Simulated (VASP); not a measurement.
Here is a VASP 6.6.1 calculation.

Contents of INCAR:

```
SYSTEM = Cu
PREC     = Accurate       ! precision mode
ENCUT    = 600            ! plane-wave cutoff, eV
EDIFF    = 1E-6           ! SCF threshold, eV
ISMEAR   = 1              ! smearing method
SIGMA    = 0.1            ! smearing width, eV
LREAL    = .False.        ! projectors in reciprocal space
LASPH    = .True.         ! aspherical terms in the spheres
NELM     = 80             ! most SCF steps
ALGO     = Normal         ! electronic algorithm
ISIF     = 3              ! what is computed and relaxed
LWAVE    = .False.        ! write WAVECAR
LCHARG   = .False.        ! write CHGCAR
GGA      = CA             ! functional
IBRION   = 2              ! ionic algorithm
NSW      = 90             ! ionic steps
EDIFFG   = -0.01          ! ionic threshold
```

The input KPOINTS:

```
Automatic mesh
0
Gamma
  18 18 18
  0 0 0
```

File POSCAR:

```
Cu
1.0
    0.0000000000      1.8075000000      1.8075000000
    1.8075000000      0.0000000000      1.8075000000
    1.8075000000      1.8075000000      0.0000000000
Cu
1
Direct
    0.0000000000      0.0000000000      0.0000000000
```

Potentials or basis: VASP PAW LDA potentials, release 64 (Cu).

Launch:

```console
$ cat potpaw_LDA.64/Cu/POTCAR > POTCAR
$ mpirun -np 1 vasp_std > vasp.out
```

Estimate the relaxed cell.

a = 2.492 Å, b = 2.492 Å, c = 2.492 Å, α = 60.00°, β = 60.00°, γ = 60.00°.

Predict the space group after relaxing (to 0.05 Å).

Fm-3m (No. 225).

What does it give for the band gap on the k mesh?

None (metal or under the smearing width).

What does it give for the relaxed volume?

10.95 Å³/atom.

The path:
```tsv
step	energy change (eV)	largest force (eV/Å)	pressure (GPa)	volume (Å³)
1	0.0000	0.0000	-11.54	11.81
2	-0.0176	0.0000	10.19	10.42
3	-0.0336	0.0000	-0.10	10.95
```
